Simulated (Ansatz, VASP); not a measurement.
# PtS2 (PtS2 monolayer (from P-3m1)) in two plane-wave programs

Aim: how closely do two programs agree when they are given the same cell, functional and k mesh? The structure shown is the start of the Ansatz relaxation below; VASP solves that cell, so the two are compared at the walk's first step.

Program: Ansatz 0.2.0. Level of theory: plane waves, with VASP 6.6.1 beside it; single point at PBEsol with D3(BJ). Results are calculated unless marked as measured.

## 1. The structure

The cell holds 3 atoms: 1 Pt and 2 S. Its edges and angles: a = 3.543 Å, b = 3.543 Å, c = 28.375 Å, α = 90.0°, β = 90.0°, γ = 120.0°. Vacuum lies along c. The height across the vacuum is the one that the program set for its solve, not the one typed.

As a file:

```cif
data_structure
_symmetry_space_group_name_H-M 'P 1'
_symmetry_Int_Tables_number 1
_cell_length_a 3.5432
_cell_length_b 3.5432
_cell_length_c 28.3752
_cell_angle_alpha 90.000
_cell_angle_beta 90.000
_cell_angle_gamma 120.000
_cell_volume 308.50
loop_
_atom_site_label
_atom_site_type_symbol
_atom_site_fract_x
_atom_site_fract_y
_atom_site_fract_z
_atom_site_occupancy
Pt1 Pt 0.33333 0.66667 0.46321 1
S2 S 0.00000 0.00000 0.50352 1
S3 S 0.66667 0.33333 0.42290 1
```

## 2. Ansatz: relaxation, PBEsol with D3(BJ)

Ansatz runs on its default PAW (the set named soft_2) files.

The two programs are compared at the cell with which this relaxation starts, whose forces are those of its first step.

File input.yaml:

```yaml
crystal:
  lattice:
    - [3.5432, 0.0, 0.0]
    - [-1.7716, 3.068501, 0.0]
    - [0.0, 0.0, 26.287615]
  atoms:
    - { symbol: Pt, position: [0.3333333, 0.6666667, 0.5] }
    - { symbol: S, position: [1.0, 0.0, 0.5435113] }
    - { symbol: S, position: [0.6666667, 0.3333333, 0.4564887] }
  periodic: [true, true, false]
basis:
  ecutwfc: 420
  xc_grid: 2
hamiltonian:
  xc: pbesol
  dispersion: d3bj
kpoints:
  mp_grid: { grid: [11, 11, 1] }
scf:
  occupations: { method: fermi_dirac, width: 0.02 }
  max_iter: 80
relax:
  f_tol: 0.005
  max_steps: 60
  cell: {}
output:
  forces: true
checkpoint:
  write: "../cell.run"
  compress: false
  write_wavefunctions: false
  write_every: 100000
```

Run with:

```console
$ ansatz run input.yaml --threads 4 --pin off --max-ram 10362MiB --backend cpu --events-out ev --progress --plain --runs-dir out
```

Numbers of over 12 decimals in the logs are rounded to 6 here.

Log:

```text
Warning: crystal.periodic: the lattice vector that does not repeat stood 0.000° off the slab's normal, 26.288 Å along it as the deck builds it. The run solves the slab on a vector along the normal, 28.375 Å long, with every atom where it was (on the deck's vector they left 24.00 Å outside them, and the widest stretch free of ions among them is 1.14 Å). A fractional position that the run reports is one of the run's ce [...]
crystal.periodic: the lattice vector that does not repeat stood 0.000° off the slab's normal, 26.288 Å along it as the deck builds it. The run solves the slab on a vector along the normal, 28.375 Å long, with every atom where it was (on the deck's vector they left 24.00 Å outside them, and the widest stretch free of ions among them is 1.14 Å). A fractional position that the run reports is one of the run's cell, which [...]
Engine: ansatz 0.2.0, aarch64-unknown-linux-gnu
Pseudopotentials: kind: paw
Pseudopotential: Pt, paw, valence charge 18, recommended cutoff 420 eV (normal), Pt.paw.azcp
Pseudopotential: S, paw, valence charge 6, recommended cutoff 420 eV (normal), S.paw.azcp
Functional definition: PBEsol
  exchange = pbesol_x
  correlation = pbesol_c
Crystal: 3 atoms, lattice volume = 308.504 Å³
Basis set: ecut = 420 eV, 5945 PW (Γ), exchange–correlation on 48×48×384 points (8 copies of the dense FFT grid, shifted against one another)
Bands: 19, of which v1, the nominal top of the filled ones, is band 15 counted from 1 (14 counted from 0)
Symmetry: 12 space group operations
Space group: P-3m1 (ITA 164), of the structure as read, at distance tolerance 6.8e-5 Å
k-points: 16 of 121
Non-local potential: Pt, projectors of the file, l = 0: 3, l = 1: 2, l = 2: 2, l = 3: 1
Non-local potential: S, projectors of the file, l = 0: 2, l = 1: 2, l = 2: 2
PAW form: soft (Blöchl's): semilocal exchange-correlation on the pseudo side does not see the compensation charge
PAW frozen core: Pt, regenerated for the run's functional, and the local potential with it (the file was generated under x = pbe(κ = 0.804, μ = 0.219515), c = pbe(β = 0.066725))
PAW frozen core: S, regenerated for the run's functional, and the local potential with it (the file was generated under x = pbe(κ = 0.804, μ = 0.219515), c = pbe(β = 0.066725))
PAW one-centre angular grid: Pt, 590 points (default); XC on 64 Gauss nodes
PAW one-centre angular grid: S, 110 points (default); XC on 64 Gauss nodes
Initial density: superposition of atomic densities (neutral atoms: chi_scale 0, normalization atom), corrected by the library's trained network
Initial wavefunctions: pseudopotential atomic-orbital guess
Functional: x = pbesol(κ = 0.804, μ = 0.123457), c = pbesol(β = 0.046)
SCF iter   1: F=—  HF=-14155.370667 eV  |F-HF|=—  |Δ(HF+E_count)|=         —  Δρ=2.22e-3  dr2=2.67e-2  ethr=1.77e-3  ⟨swp⟩=15.7  Hψ=3034  notcnv=0
[...]
relax step   1: F+E_penalty+E_count = -14155.36589684 eV  Δ(F+E_penalty+E_count) = +0.000e0 eV  max|allowed force component| = 9.154e-1 eV/Å  Δτ_max = 0.0000 Å  P = +1.852 N/m  Ω = 308.504 Å³  fix = [c, alpha, beta]  reactions: c +0.000 N/m  (7 SCF iters, dr2 threshold 1.00e-7 eV, accepted)
[...]
relax step   2: F+E_penalty+E_count = -14155.42897660 eV  Δ(F+E_penalty+E_count) = -6.308e-2 eV  max|allowed force component| = 2.251e-1 eV/Å  Δτ_max = 0.1042 Å  P = -0.615 N/m  Ω = 302.235 Å³  energy of the carried Pulay correction = +2.088e-4 eV  fix = [c, alpha, beta]  reactions: c -0.000 N/m  (6 SCF iters, dr2 threshold 3.00e-7 eV, accepted)
[...]
relax step   3: F+E_penalty+E_count = -14155.43275687 eV  Δ(F+E_penalty+E_count) = -3.780e-3 eV  max|allowed force component| = 8.187e-3 eV/Å  Δτ_max = 0.0185 Å  P = -0.076 N/m  Ω = 302.932 Å³  energy of the carried Pulay correction = +1.854e-4 eV  fix = [c, alpha, beta]  reactions: c -0.000 N/m  (5 SCF iters, dr2 threshold 3.00e-7 eV, accepted)
[...]
relax step   4: F+E_penalty+E_count = -14155.43278299 eV  Δ(F+E_penalty+E_count) = -2.613e-5 eV  max|allowed force component| = 5.425e-4 eV/Å  Δτ_max = 0.0001 Å  P = -0.013 N/m  Ω = 302.724 Å³  energy of the carried Pulay correction = +1.924e-4 eV  fix = [c, alpha, beta]  reactions: c -0.000 N/m  (5 SCF iters, dr2 threshold 9.60e-9 eV, accepted)
[...]
relax step   5: F+E_penalty+E_count = -14155.43260403 eV  Δ(F+E_penalty+E_count) = +1.790e-4 eV  max|allowed force component| = 4.477e-4 eV/Å  Δτ_max = 0.0000 Å  P = -0.013 N/m  Ω = 302.724 Å³  fix = [c, alpha, beta]  reactions: c -0.000 N/m  stress off target by 1.33e-2 N/m on what of the cell is left free  SCF on the basis re-selected at this cell (its energy is not comparable with the rows above)  (6 SCF iters)
basis re-selected at this cell: Δ(F+E_penalty+E_count) = +1.790e-4 eV, ΔP = -0.001 N/m vs the last step (what re-selecting the basis moved, of the pressure what is left beyond the Pulay correction that the steps carried, after the strain that the cell walked since its last selection, with what the two solves' SCF thresholds leave and, on support functions, any second-order correction that the steps lacked; it is no m [...]
SCF converged after 6 iterations
Free energy (F): -14155.432604 eV
Harris-Foulkes:  -14155.432604 eV  (|F-HF|=9.09e-11)
Internal energy: -14155.432604 eV  (E = F + TS)
E sigma→0 (E₀):  -14155.432604 eV
Fermi energy:    -5.399525 eV
--- Per-component energies (eV) ---
  E_band       = -811.386616
  E_kinetic    = 851.108368
  E_local      = -48436.550360  (includes V_loc(G=0)·N_el)
  E_nonlocal   = 258.634989
  E_hartree    = 23646.501212
  E_xc         = -452.565683
  E_vxc        = -477.088133  (∫ρ·V_xc dr)
  E_paw        = -10484.095560  (= ΣΔE_a)
  E_vpaw       = -300.493928  (= ΣTr[D̂ρ^β])
  E_aug_tail   = 0.000180  (compensation charges beyond the density's cutoff)
  E_ewald      = 20461.741670
  E_disp       = -0.618300  (pairwise vdW)
  E_core_change = 0.410880  (= ΣΔE_core)
  E_smearing   = -0.000000  (= −TS)
  E_closure    = 0.000000  (closes the sum)
  Σ components = -14155.432604   (vs F -14155.432604, Δ=0.00e0)
--- Forces (eV/Å), atoms counted from 1 ---
  atom   1  Pt     0.00000000     0.00000000     0.00000000
  atom   2  S      0.00000000    -0.00000000    -0.00044771
  atom   3  S     -0.00000000     0.00000000     0.00044771
  max |Σ_I F_I| component: 4.63e-18 eV/Å
--- 2D stress c σ (N/m, compression-positive) ---
       -0.013288      -0.000000       0.000000
       -0.000000      -0.013288      -0.000000
        0.000000      -0.000000      -0.000000
  P = ½ c Tr σ = -0.0133 N/m
--- Relaxed structure (4 steps of the walk, 4 accepted, 1 SCFs on fresh bases) ---
  F+E_penalty+E_count = -14155.43260403 eV   max|allowed force component| = 4.477e-4 eV/Å   (the final SCF, on the basis selected at the relaxed cell)
  cell:  # Å, volume = 302.7239 Å³
    - [3.509848, 0.0, 0]
    - [-1.754924, 3.039618, 0]
    - [0, 0, 28.375233210198]
  atoms:
    - { symbol: Pt, position: [0.333333, 0.666667, 0.463214] }
    - { symbol: S, position: [1.0, 0, 0.506548] }
    - { symbol: S, position: [0.666667, 0.333333, 0.419880] }
```

In the SCF lines HF is the Harris–Foulkes energy and dr2 the Hartree energy of the density residual, in eV; the loop may stop once dr2 is under the threshold and the program's other checks hold. Hψ counts applications of the Hamiltonian.

## 3. VASP: single point, PBEsol with D3(BJ), start cell

The same cell, functional, mesh and smearing now go to VASP, with its own data sets.

Lines of VASP's logs that name or quote its potential files are left out, and so is its time.

File INCAR:

```
SYSTEM = PtS2
PREC = Accurate
ENCUT = 400
EDIFF = 1E-06
NELM = 120
ISMEAR = -1
SIGMA = 0.02
LREAL = .FALSE.
ALGO = Normal
GGA = PS
IVDW = 12
NBANDS = 17
LASPH = .TRUE.
LORBIT = 11
LWAVE = .FALSE.
LCHARG = .FALSE.
ISIF = 2
LDIPOL = .TRUE.
IDIPOL = 3
DIPOL = 0.5 0.5 0.463
LVHAR = .TRUE.
GGA_COMPAT = .FALSE.
EFERMI = MIDGAP
NELMDL = -8
```

File POSCAR:

```
PtS2
1.0
    3.5432000000      0.0000000000      0.0000000000
   -1.7716000000      3.0685010000      0.0000000000
    0.0000000000      0.0000000000     28.3752330000
Pt S
1 2
Direct
    0.3333332790      0.6666665580      0.4632140642
    0.0000000000      0.0000000000      0.5035241825
    0.6666667210      0.3333334420      0.4229039811
```

File KPOINTS:

```
Automatic mesh
0
Gamma
11 11 1
0 0 0
```

The projector-augmented-wave data sets are Pt and S (PBE family, release 64).

Run with:

```console
$ mpirun -np 1 vasp_std
```

Log:

```text
[banner, memory and clock lines left out]
running    1 mpi-ranks, on    1 nodes
 distrk:  each k-point on    1 cores,    1 groups
 distr:  one band on    1 cores,    1 groups

 POSCAR found type information on POSCAR PtS
 POSCAR found :  2 types and       3 ions
|                                                                             |
|               ----> ADVICE to this user running VASP <----                  |
|                                                                             |
|     You enforced a specific xc type in the INCAR file but a different       |
|     [... a line on the potential file left out ...]
|     I HOPE YOU KNOW WHAT YOU ARE DOING!                                     |
|                                                                             |

 LDA part: xc-table for (Slater+PW92), standard interpolation
 POSCAR, INCAR and KPOINTS ok, starting setup
 FFT: planning ... GRIDC
 FFT: planning ... GRID_SOFT
 FFT: planning ... GRID
 WAVECAR not read
 entering main loop
       N       E                     dE             d eps       ncg     rms          rms(c)
DAV:   1     0.166970410769E+03    0.16697E+03   -0.62763E+03   544   0.749E+02
DAV:   2    -0.326374559780E+00   -0.16730E+03   -0.15799E+03   933   0.162E+02
DAV:   3    -0.179899276133E+02   -0.17664E+02   -0.17572E+02   686   0.681E+01
DAV:   4    -0.182871479629E+02   -0.29722E+00   -0.29691E+00   780   0.105E+01
DAV:   5    -0.182934063909E+02   -0.62584E-02   -0.62563E-02   789   0.139E+00
DAV:   6    -0.182936245862E+02   -0.21820E-03   -0.21819E-03   830   0.251E-01
DAV:   7    -0.182936312142E+02   -0.66280E-05   -0.66279E-05   797   0.363E-02
DAV:   8    -0.182936316022E+02   -0.38803E-06   -0.38815E-06   750   0.796E-03    0.200E+01
DAV:   9    -0.170944906786E+02    0.11991E+01   -0.75091E+00   647   0.251E+01    0.121E+01
DAV:  10    -0.169646718563E+02    0.12982E+00   -0.19634E+00   620   0.138E+01    0.462E+00
DAV:  11    -0.168810510182E+02    0.83621E-01   -0.17464E-01   653   0.429E+00    0.978E-01
DAV:  12    -0.168768484306E+02    0.42026E-02   -0.35237E-02   703   0.155E+00    0.293E-01
DAV:  13    -0.168770267175E+02   -0.17829E-03   -0.19107E-03   717   0.294E-01    0.382E-01
DAV:  14    -0.168774451687E+02   -0.41845E-03   -0.16085E-03   691   0.360E-01    0.357E-01
DAV:  15    -0.168773414096E+02    0.10376E-03   -0.44579E-04   766   0.226E-01    0.272E-01
DAV:  16    -0.168773142930E+02    0.27117E-04   -0.24279E-05   779   0.318E-02    0.241E-01
DAV:  17    -0.168772806454E+02    0.33648E-04   -0.28280E-05   689   0.279E-02    0.180E-01
DAV:  18    -0.168772735903E+02    0.70551E-05   -0.24005E-06   631   0.902E-03    0.158E-01
DAV:  19    -0.168772540251E+02    0.19565E-04   -0.24988E-05   670   0.252E-02    0.937E-02
DAV:  20    -0.168772485665E+02    0.54586E-05   -0.11209E-05   691   0.164E-02    0.447E-02
DAV:  21    -0.168772478906E+02    0.67582E-06   -0.21661E-06   570   0.771E-03
   1 F= -.17489181E+02 E0= -.17489181E+02  d E =-.205033E-20
```

OUTCAR, selected parts (step 3):

```text
ion  position               nearest neighbor table
   1  0.333  0.667  0.463-   3 2.34   3 2.34   2 2.34   3 2.34   2 2.34   2 2.34
   2  0.000  0.000  0.504-   1 2.34   1 2.34   1 2.34
   3  0.667  0.333  0.423-   1 2.34   1 2.34   1 2.34

  LATTYP: Found a hexagonal cell.
 ALAT       =     3.5432000000
 C/A-ratio  =     8.0083633439

 Subroutine GETGRP returns: Found 12 space group operations
 (whereof  6 operations were pure point group operations)

The static configuration has the point symmetry C_3v.
 The point group associated with its full space group is D_3d.

 Found     16 irreducible k-points:

   k-points           NKPTS =     16   k-points in BZ     NKDIM =     16   number of bands    NBANDS=     17

   dimension x,y,z NGX =    24 NGY =   24 NGZ =  192
   dimension x,y,z NGXF=    48 NGYF=   48 NGZF=  384

   ENCUT  =  400.0 eV  29.40 Ry    5.42 a.u.   5.78  5.78 46.27*2*pi/ulx,y,z

   NELECT =      22.0000    total number of electrons

 k-points in reciprocal lattice and weights: Automatic mesh
   0.00000000  0.00000000  0.00000000       0.008
   0.09090909  0.00000000  0.00000000       0.050
   0.18181818  0.00000000  0.00000000       0.050
   0.27272727  0.00000000  0.00000000       0.050
   0.36363636  0.00000000  0.00000000       0.050
   0.45454545  0.00000000  0.00000000       0.050
   0.09090909  0.09090909  0.00000000       0.050
   0.18181818  0.09090909  0.00000000       0.099
   0.27272727  0.09090909  0.00000000       0.099
[...]
0.27272727  0.27272727  0.00000000       0.050
   0.36363636  0.27272727  0.00000000       0.050

 dipolmoment           0.000000      0.000000     -0.000005 electrons x Angstroem

 average (electrostatic) potential at core
       1 -78.3104       2 -95.3970       3 -95.3969

 E-fermi :  -3.1776

 k-point     1 :       0.0000    0.0000    0.0000
  band No.  band energies     occupation
    ...
      7      -7.3799      2.00000
      8      -4.8536      2.00000
      9      -4.8020      2.00000
     10      -4.5619      2.00000
     11      -4.5619      2.00000
     12      -0.6364      0.00000
     13      -0.6364      0.00000
     14       1.4089      0.00000
     15       1.4377      0.00000
     16       2.0832      0.00000
    ...

 k-point     2 :       0.0909    0.0000    0.0000
  band No.  band energies     occupation
    ...
      7      -7.4703      2.00000
      8      -5.4070      2.00000
      9      -4.6639      2.00000
     10      -4.5173      2.00000
     11      -4.2334      2.00000
     12      -1.2150      0.00000
     13      -0.8088      0.00000
     14       1.6364      0.00000
     15       1.7473      0.00000
     16       2.3175      0.00000
    ...

 k-point     3 :       0.1818    0.0000    0.0000
  band No.  band energies     occupation
    ...
      7      -7.6467      2.00000
      8      -6.0477      2.00000
      9      -4.5412      2.00000
     10      -4.2834      2.00000
     11      -4.2151      2.00000
     12      -2.1170      0.00000
     13      -1.0864      0.00000
     14       2.1311      0.00000
     15       2.2384      0.00000
     16       2.5449      0.00000
    ...

 Edisp (eV)   -0.61193

  Total       1.11277     1.11277     2.00543     0.00000     0.00000    -0.00000
  in kB       5.77901     5.77900    10.41492     0.00000     0.00000    -0.00000
  external pressure =        7.32 kB  Pullay stress =        0.00 kB

  energy-cutoff  :      400.00
  volume of cell :      308.50
      direct lattice vectors                 reciprocal lattice vectors
     3.543200000  0.000000000  0.000000000     0.282230752  0.162946012  0.000000000
    -1.771600000  3.068501000  0.000000000     0.000000000  0.325892023  0.000000000
     0.000000000  0.000000000 28.375233000     0.000000000  0.000000000  0.035242001

 POSITION                                       TOTAL-FORCE (eV/Angst)
 -----------------------------------------------------------------------------------
      0.00000      2.04567     13.14381         0.000000      0.000000      0.000000
      0.00000      0.00000     14.28762         0.000000      0.000000      0.895773
      1.77160      1.02283     12.00000        -0.000000      0.000000     -0.895773
 -----------------------------------------------------------------------------------
    total drift:                                0.000000     -0.000089     -0.001086

  FREE ENERGIE OF THE ION-ELECTRON SYSTEM (eV)
  ---------------------------------------------------
  free  energy   TOTEN  =       -17.4891808494 eV

  energy  without entropy=      -17.4891808494  energy(sigma->0) =      -17.48918085

 vacuum level on the upper side and lower side of the slab         2.173         2.173

 total charge
# of ion       s       p       d       tot
------------------------------------------
    1        0.727   0.873   8.030   9.630
    2        1.350   2.291   0.000   3.641
    3        1.350   2.291   0.000   3.641
--------------------------------------------------
tot          3.427   5.455   8.030  16.913

[... 3 further parts left out ...]
```

## 4. Differences

Known differences besides the potentials themselves: Ansatz cuts the interaction across the vacuum, VASP repeats the sheet with a dipole correction; the data sets hold 30 valence electrons in Ansatz (on its default PAW (the set named soft_2) files) and 22 in VASP; the cutoff is 420 eV in Ansatz and 400 eV in VASP; Ansatz makes its cores anew for this functional, VASP keeps those of its PBE data sets. Total energies have different zeros and are not compared.

Forces (eV/Å; atoms numbered as in POSCAR):

| atom | Ansatz x, y, z | VASP x, y, z |
| --- | --- | --- |
| Pt1 | 0.000, 0.000, 0.000 | 0.000, 0.000, 0.000 |
| S2 | 0.000, 0.000, 0.915 | 0.000, 0.000, 0.896 |
| S3 | 0.000, 0.000, -0.915 | 0.000, 0.000, -0.896 |

The forces differ by 9.2 meV/Å r.m.s., which is 2.2 % of the r.m.s. force of 0.422 eV/Å (both taken over all components). VASP's last cycles still show a density residual of 4e-03, so its state may not be settled. With vacuum in the cell, a pressure given here is an average over mostly empty space and none of the material.

## 5. Summary of results

```yaml
r_m_s_force_difference_single_point_pbesol_with_d3_bj_start_cell: 2.2 % of the r.m.s. force
```

The r.m.s. force difference is 2.2 % of the r.m.s. force (single point, PBEsol with D3(BJ), start cell), within the 3 % picked in this series as the mark of a large difference. The data sets hold unlike numbers of valence electrons (30 in Ansatz and 22 in VASP), so part of the differences comes from the potentials. 1 further run of this series is not shown here. How closely two codes agree says nothing of how well the functional describes the real material.

[Lines on the potential files, build, host, timing and source positions are cut from VASP's logs without a mark.]

[Logs are printed without paths, hosts, clocks, repeated set-up lines and the standing remarks that a program may print on its own settings, such as how far it seeks lower states.]

[Hosts, paths, dates, database ids (printed as entryN), source tags and the programs' standing remarks are cut or masked in the printed files.]
